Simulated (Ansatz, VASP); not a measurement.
# Cross-check of Ga14Ge17O55 (amorphous 29Ga2O3-71GeO2 (mol %)) between VASP and Ansatz

One calculation is typed for both programs; each brings its own data sets. How far apart do they land? The cell is taken from a series of runs on this material, whose earlier steps may have relaxed, scaled, displaced or heated it; both programs get it as it stands.

Calculated with Ansatz 0.2.0; plane waves, with VASP 6.6.1 beside it; single point at PBE.

## 1. Starting point

The cell holds 86 atoms: 14 Ga, 17 Ge and 55 O. Its edges and angles: a = 11.142 Å, b = 11.142 Å, c = 11.142 Å, α = 90.0°, β = 90.0°, γ = 90.0°. As first built, before any earlier steps moved the atoms (in the runner's words): 86 atoms (14 Fe, 17 Ge, 55 O) placed at random at 3.54 g/cm^3, melted at 5000 K for 10 ps at fixed volume with the Morse and Coulomb pair potential with partial charges (Pedone, Malavasi, Menziani, Cormack and Segre, J. Phys. Chem. B 110, 11780 (2006)). Quenched from 5000 K to 300 K at 100 K/ps and fixed volume, held 5 ps, then minimised at fixed cell. Then Fe was replaced by Ga and the cell scaled by 1.006 (the potential has no terms for the new elements, so the cell is a start for a DFT relaxation).

## 2. VASP: single point, PBE

A single point gives forces, pressure and levels at one fixed geometry, so differences don't come from the geometry; what else differs is listed under the comparison.

Lines of VASP's logs that name or quote its potential files are left out, and so is its time.

Input file INCAR:

```
SYSTEM = Ga14Ge17O55
PREC = Accurate
ENCUT = 520
EDIFF = 1E-06
NELM = 120
ISMEAR = 0
SIGMA = 0.01
LREAL = Auto
ALGO = Normal
GGA = PE
NBANDS = 440
LORBIT = 11
LWAVE = .FALSE.
LCHARG = .FALSE.
ISIF = 2
LASPH = .TRUE.
GGA_COMPAT = .FALSE.
EFERMI = MIDGAP
NCORE = 2
```

Input file POSCAR:

```
Ga14Ge17O55
1.0
   11.1421500000      0.0000000000      0.0000000000
    0.0000000000     11.1421500000      0.0000000000
    0.0000000000      0.0000000000     11.1421500000
Ga Ge O
14 17 55
Direct
    0.9506800000      0.8098600000      0.5109100000
    0.8206300000      0.3933100000      0.8944400000
    0.3197700000      0.8470800000      0.8028600000
    0.8568300000      0.8877600000      0.7476500000
    0.1941900000      0.6378600000      0.9254400000
    0.0699400000      0.9810600000      0.2749200000
    0.9562600000      0.5657400000      0.7348900000
    0.5833300000      0.9084700000      0.7009200000
    0.3042900000      0.8960100000      0.5213900000
    0.7682700000      0.3499400000      0.6052200000
    0.4514600000      0.0857900000      0.3430400000
    0.8489300000      0.0351900000      0.9994100000
    0.8880800000      0.1702200000      0.2734200000
    0.6687000000      0.9834400000      0.2125500000
    0.7411400000      0.4162700000      0.2016000000
    0.7033200000      0.6913300000      0.3511800000
    0.5393100000      0.5612400000      0.5708800000
    0.0437900000      0.8391600000      0.0186400000
    0.7465300000      0.0523900000      0.4871700000
    0.5327500000      0.2246700000      0.0916800000
    0.1782800000      0.2537600000      0.3240100000
    0.0444900000      0.2496400000      0.8537400000
    0.1079300000      0.0318800000      0.6463300000
    0.5536800000      0.8254700000      0.0082500000
    0.3400200000      0.8492800000      0.2330300000
    0.0386400000      0.4726600000      0.4872800000
    0.6743800000      0.6556200000      0.8247700000
    0.0977100000      0.6998100000      0.2826700000
    0.2520000000      0.6254200000      0.6240700000
    0.6653100000      0.1558600000      0.8171500000
    0.2557600000      0.3607300000      0.0494300000
    0.3911100000      0.9197000000      0.3668600000
    0.2118300000      0.9477000000      0.7246700000
    0.2265100000      0.9503900000      0.2052600000
    0.1796300000      0.0209400000      0.5074900000
    0.7078800000      0.8019800000      0.7840600000
    0.0500100000      0.8313700000      0.3594900000
    0.3821000000      0.5603100000      0.5721300000
    0.5692400000      0.0804800000      0.7253000000
    0.1224700000      0.5368400000      0.6103700000
    0.0407000000      0.6169700000      0.8723200000
    0.4733200000      0.8683000000      0.8801600000
    0.1872700000      0.8137800000      0.9566400000
    0.1108100000      0.3459300000      0.4326800000
    0.4295200000      0.8661900000      0.6359700000
    0.6081700000      0.6859700000      0.9623500000
    0.8369100000      0.3283000000      0.2884700000
    0.7759700000      0.0457200000      0.8318900000
    0.0576400000      0.5810500000      0.3747000000
    0.9060000000      0.4547200000      0.5669900000
    0.5750600000      0.6196200000      0.7123600000
    0.7791600000      0.1895900000      0.5478600000
    0.7941400000      0.4174800000      0.0547800000
    0.3181500000      0.1902000000      0.3503600000
    0.2768400000      0.6748700000      0.7708700000
    0.6254200000      0.4327900000      0.5651200000
    0.7867100000      0.5501700000      0.8150700000
    0.6121200000      0.3256400000      0.1807000000
    0.6715200000      0.9207500000      0.0418700000
    0.3954400000      0.2891100000      0.0574000000
    0.8339200000      0.7244900000      0.4247000000
    0.1937600000      0.3345900000      0.1910600000
    0.9372500000      0.1870300000      0.9476400000
    0.4487000000      0.8306600000      0.1254900000
    0.7200100000      0.5583800000      0.2646300000
    0.2580300000      0.5105600000      0.0105400000
    0.7879900000      0.0988200000      0.1561700000
    0.9292300000      0.7233900000      0.6623100000
    0.6094300000      0.1901600000      0.9592800000
    0.5945300000      0.6544600000      0.4589100000
    0.2170600000      0.7525300000      0.5452100000
    0.6199600000      0.0620200000      0.3940400000
    0.7278500000      0.9383100000      0.5886700000
    0.9695400000      0.3786500000      0.8056000000
    0.5176500000      0.0942800000      0.1797700000
    0.0759500000      0.1568200000      0.7325100000
    0.8603600000      0.0297900000      0.3811000000
    0.2525000000      0.7247600000      0.2686000000
    0.1656000000      0.2929100000      0.9397100000
    0.9447500000      0.8811100000      0.9052300000
    0.9765900000      0.9516100000      0.6246900000
    0.9906000000      0.9575700000      0.1128200000
    0.0613000000      0.1516000000      0.2894800000
    0.0498200000      0.7277700000      0.1341800000
    0.6708300000      0.8242900000      0.2761800000
    0.7310000000      0.2930200000      0.7781100000
```

Input file KPOINTS:

```
Automatic mesh
0
Gamma
1 1 1
0 0 0
```

The projector-augmented-wave data sets are Ga_d, Ge_d and O (PBE family, release 64).

Started as:

```
$ mpirun -np 8 vasp_gam
```

Numbers of over 12 decimals in the logs are rounded to 6 here.

What it wrote:

```text
[banner, memory and clock lines left out]
running    8 mpi-ranks, on    1 nodes
[...]
LDA part: xc-table for (Slater+PW92), standard interpolation
 POSCAR, INCAR and KPOINTS ok, starting setup
[...]
entering main loop
       N       E                     dE             d eps       ncg     rms          rms(c)
DAV:   1     0.227772013990E+05    0.22777E+05   -0.26334E+05  1048   0.404E+03
DAV:   2     0.565394621552E+04   -0.17123E+05   -0.16024E+05   880   0.116E+03
DAV:   3     0.357948616627E+03   -0.52960E+04   -0.50052E+04  1112   0.402E+02
DAV:   4    -0.537315485203E+03   -0.89526E+03   -0.87551E+03  1096   0.180E+02
[...]
DAV:  19    -0.517583616588E+03    0.69251E-05   -0.28823E-05  1232   0.236E-02    0.108E-02
DAV:  20    -0.517583613704E+03    0.28845E-05   -0.12830E-05  1088   0.132E-02    0.524E-03
DAV:  21    -0.517583613241E+03    0.46239E-06   -0.63026E-06  1008   0.879E-03
   1 F= -.51758361E+03 E0= -.51758361E+03  d E =0.000000E+00
```

OUTCAR, selected parts (step 2):

```text
  FREE ENERGIE OF THE ION-ELECTRON SYSTEM (eV)
  ---------------------------------------------------
  free  energy   TOTEN  =      -517.5836132414 eV

  energy  without entropy=     -517.5836132414  energy(sigma->0) =     -517.58361324
```

The run ends at a pressure of -2.80 GPa, with forces up to 3.0 eV/Å.

(Continued in part 2 of 2.)

[Lines on the potential files, build, host, timing and source positions are cut from VASP's logs without a mark.]

[Logs are printed without paths, hosts, clocks, repeated set-up lines and the standing remarks that a program may print on its own settings, such as how far it seeks lower states.]

[Hosts, paths, dates, database ids (printed as entryN), source tags and the programs' standing remarks are cut or masked in the printed files.]
